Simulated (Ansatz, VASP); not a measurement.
# WS2 (Tungstenite): VASP beside Ansatz, part 2 of 2

One calculation is typed for both programs; each brings its own data sets. How far apart do they land? The cell is taken from a series of runs on this material, whose earlier steps may have relaxed, scaled, displaced or heated it; both programs get it as it stands. Other levels of theory on this material are compared in a session of their own.

VASP 6.6.1 and Ansatz 0.2.0.

So far. Step 2 (VASP: single point, PBE with D3(BJ)): The run ends at a pressure of -1.84 GPa, with forces up to 0.027 eV/Å. Step 3 (Ansatz: single point, PBE with D3(BJ)): The run ends at a pressure of -1.08 GPa, with forces up to 0.042 eV/Å.

### Step 5. VASP: single point, LDA

Level of this step: LDA, no spin polarisation; plane waves and PAW (W, S) (VASP).

With cell and atoms fixed, the geometry can't cause a difference; cores, projectors, grids and the points listed under the comparison can. The cell compared in this pair holds 114.72 Å³, against 105.09 Å³ for the pair before.

File INCAR:

```
SYSTEM = WS2
PREC = Accurate
ENCUT = 600
EDIFF = 1E-06
NELM = 120
ISMEAR = 0
SIGMA = 0.01
LREAL = .FALSE.
ALGO = Normal
GGA = PW92
NBANDS = 24
LASPH = .TRUE.
LORBIT = 11
LWAVE = .FALSE.
LCHARG = .FALSE.
ISIF = 2
GGA_COMPAT = .FALSE.
EFERMI = MIDGAP
KPAR = 2
```

File POSCAR:

```
WS2
1.0
    3.1800000000      0.0000000000      0.0000000000
   -1.5900000000      2.7539607840      0.0000000000
    0.0000000000      0.0000000000     13.1000000000
W S
2 4
Direct
    0.3333333332      0.6666666668      0.2270992366
    0.6666666666      0.3333333334      0.7270992366
    0.3333333332      0.6666666668      0.6078244274
    0.6666666666      0.3333333334      0.1078244274
    0.3333333332      0.6666666668      0.8463740458
    0.6666666666      0.3333333334      0.3463740457
```

File KPOINTS:

```
Automatic mesh
0
Gamma
12 12 2
0 0 0
```

PAW data sets: W and S (LDA family, release 64).

On the command line:

```bash
$ mpirun -np 2 vasp_std
```

Numbers of over 12 decimals in the logs are rounded to 6 here.

The log of the run:

```text
[banner, memory and clock lines left out]
running    2 mpi-ranks, on    1 nodes
[...]
|                                                                             |
|               ----> ADVICE to this user running VASP <----                  |
|                                                                             |
|     You enforced a specific xc type in the INCAR file but a different       |
|     [... a line on the potential file left out ...]
|     I HOPE YOU KNOW WHAT YOU ARE DOING!                                     |
|                                                                             |

 LDA part: xc-table for (Slater(with rela. corr.)+PW92), standard interpolation
 POSCAR, INCAR and KPOINTS ok, starting setup
[...]
entering main loop
       N       E                     dE             d eps       ncg     rms          rms(c)
DAV:   1     0.202052610084E+03    0.20205E+03   -0.17483E+04  1824   0.148E+03
DAV:   2    -0.384972374911E+02   -0.24055E+03   -0.23250E+03  2456   0.281E+02
DAV:   3    -0.550589311237E+02   -0.16562E+02   -0.16444E+02  2464   0.718E+01
DAV:   4    -0.554133506707E+02   -0.35442E+00   -0.35372E+00  2520   0.114E+01
[...]
DAV:  12    -0.525475316112E+02    0.71711E-04   -0.36601E-04  2568   0.116E-01    0.379E-02
DAV:  13    -0.525475316701E+02   -0.58928E-07   -0.38118E-05  2528   0.320E-02    0.645E-03
DAV:  14    -0.525475316965E+02   -0.26353E-07   -0.81384E-07  1656   0.553E-03
   1 F= -.52547532E+02 E0= -.52547532E+02  d E =0.000000E+00
```

Parts of OUTCAR (step 5):

```text
  Total       -4.6114333     -4.6114333     -3.5177746     -0.0000000      0.0000000      0.0000000
  in kB      -64.4006636    -64.4006636    -49.1272469     -0.0000000      0.0000000      0.0000000
  external PRESSURE =     -59.3095247 kB  Pullay stress =       0.0000000 kB

 POSITION                                       TOTAL-FORCE (eV/Angst)
 -----------------------------------------------------------------------------------
     -0.00000      1.83597      2.97500         0.000000     -0.000000     -0.000000
      1.59000      0.91799      9.52500        -0.000000      0.000000     -0.000000
     -0.00000      1.83597      7.96250        -0.000000      0.000000      0.384989
      1.59000      0.91799      1.41250         0.000000     -0.000000      0.384989
     -0.00000      1.83597     11.08750        -0.000000      0.000000     -0.384989
      1.59000      0.91799      4.53750         0.000000     -0.000000     -0.384989
 -----------------------------------------------------------------------------------
    total drift:                                0.000001     -0.000000      0.000001

  FREE ENERGIE OF THE ION-ELECTRON SYSTEM (eV)
  ---------------------------------------------------
  free  energy   TOTEN  =       -52.5475316965 eV

  energy  without entropy=      -52.5475316965  energy(sigma->0) =      -52.54753170

[... 1 part as in an earlier step ...]

[... 2 further parts left out ...]
[key lines of the parts left out:]
E-fermi :   5.8566
```

The run ends at a pressure of -5.93 GPa, with forces up to 0.38 eV/Å.

### Step 6. Ansatz: single point, LDA

The same cell, functional (in two slightly different forms) and mesh now go to Ansatz, which takes its cutoff from its data sets.

The cell is taken from a series of runs on this material, whose earlier steps may have relaxed, scaled, displaced or heated it; both programs get it as it stands.

File input.yaml:

```yaml
crystal:
  lattice:
    - [3.18, 0.0, 0.0]
    - [-1.59, 2.753960784, 0.0]
    - [0.0, 0.0, 13.1]
  atoms:
    - { symbol: W, position: [0.3333333333, 0.6666666667, 0.2270992366] }
    - { symbol: W, position: [0.6666666667, 0.3333333333, 0.7270992366] }
    - { symbol: S, position: [0.3333333333, 0.6666666667, 0.6078244275] }
    - { symbol: S, position: [0.6666666667, 0.3333333333, 0.1078244275] }
    - { symbol: S, position: [0.3333333333, 0.6666666667, 0.8463740458] }
    - { symbol: S, position: [0.6666666667, 0.3333333333, 0.3463740458] }
kpoints:
  mp_grid: { grid: [12, 12, 2] }
hamiltonian:
  xc: lda
  pseudopotentials: { kind: paw, source: ansatz }
scf:
  occupations: { method: fixed }
  n_extra_bands: 6
  convergence: { dr2_threshold: 1.0e-09 }
output:
  eigenvalues: true
  forces: true
  stress: true
```

On the command line:

```bash
$ ansatz run input.yaml --threads 16 --pin off --max-ram 73728MiB --backend cpu --events-out ev --progress --plain --runs-dir out
```

The log of the run:

```text
[...]
Crystal: 6 atoms, lattice volume = 114.724 Å³
Basis set: ecut = 760 eV, 5417 PW (Γ)
Bands: 46, of which v1, the nominal top of the filled ones, is band 40 counted from 1 (39 counted from 0)
Symmetry: 24 space group operations
[...]
k-points: 38 of 288
[...]
k-point 0: bands = [... 36 lower, 9.4125, 9.8182, 10.5816, 11.5218, 13.9152, 13.9152, 13.9196, 13.9196, ... 2 higher]
  k-point 1: bands = [... 36 lower, 9.4024, 9.4024, 11.2208, 11.2208, 13.9156, 13.9156, 13.9156, 13.9156, ... 2 higher]
  k-point 2: bands = [... 36 lower, 9.4688, 10.1036, 10.5835, 11.3534, 13.7747, 13.7917, 13.8437, 13.9472, ... 2 higher]
  k-point 37: bands = [... 36 lower, 8.7048, 8.7048, 11.0046, 11.0046, 12.8074, 12.8074, 14.2797, 14.2797, ... 2 higher]
[key lines of the parts left out:]
SCF converged after 10 iterations
Free energy (F): -38733.321638 eV
Fermi energy:    11.521808 eV
P = ⅓ Tr σ = -5.5008 GPa (-55.008 kbar)
```

The run ends at a pressure of -5.50 GPa, with forces up to 0.34 eV/Å.

### Step 7. Differences

What differs besides the data sets and the points named for the pairs above, as far as they apply: the data sets hold 80 valence electrons in Ansatz (on PAW files that the input asks for by source) and 36 in VASP; VASP's log shows a relativistic correction to its local exchange, Ansatz's none. Total energies have different zeros and are not compared.

Both answers:

| quantity | Ansatz | VASP | difference |
| --- | --- | --- | --- |
| pressure (GPa) | -5.50 | -5.93 | +0.43 |
| gap on the k mesh (eV) | 1.191 | 1.207 | -0.015 |

Forces (eV/Å; atoms numbered as in POSCAR):

| atom | Ansatz x, y, z | VASP x, y, z |
| --- | --- | --- |
| W1 | 0.000, 0.000, 0.000 | 0.000, 0.000, 0.000 |
| W2 | 0.000, 0.000, 0.000 | 0.000, 0.000, 0.000 |
| S3 | 0.000, 0.000, 0.343 | 0.000, 0.000, 0.385 |
| S4 | 0.000, 0.000, 0.343 | 0.000, 0.000, 0.385 |
| S5 | 0.000, 0.000, -0.343 | 0.000, 0.000, -0.385 |
| S6 | 0.000, 0.000, -0.343 | 0.000, 0.000, -0.385 |

The forces differ by 20 meV/Å r.m.s., which is 10.9 % of the r.m.s. force of 0.181 eV/Å (both taken over all components). A gap on the mesh is an upper bound, since the band edges may lie between its points; neither run holds spin-orbit coupling, which can move the band edges of a compound of W.

### Step 8. Results

```yaml
r_m_s_force_difference_single_point_pbe_with_d3_bj: 33 meV/Å
difference_in_pressure_single_point_pbe_with_d3_bj: 0.76 GPa
r_m_s_force_difference_single_point_lda: 20 meV/Å
```

**Reading.** The r.m.s. force difference is 33 meV/Å (single point, PBE with D3(BJ)), beyond the 12 meV/Å picked in this series as the mark of a large difference. The data sets hold unlike numbers of valence electrons (80 in Ansatz and 36 in VASP), so part of the differences may come from the potentials. What causes the difference of the single point, PBE with D3(BJ) pair stays open here. What causes the difference of the single point, LDA pair stays open here. 7 further pairs of this series are not shown here. How closely two codes agree says nothing of how well the functional describes the real material.

[Lines on the potential files, build, host, timing and source positions are cut from VASP's logs without a mark.]

[Logs are printed without paths, hosts, clocks, repeated set-up lines and the standing remarks that a program may print on its own settings, such as how far it seeks lower states.]

[Hosts, paths, dates, database ids (printed as entryN), source tags and the programs' standing remarks are cut or masked in the printed files.]
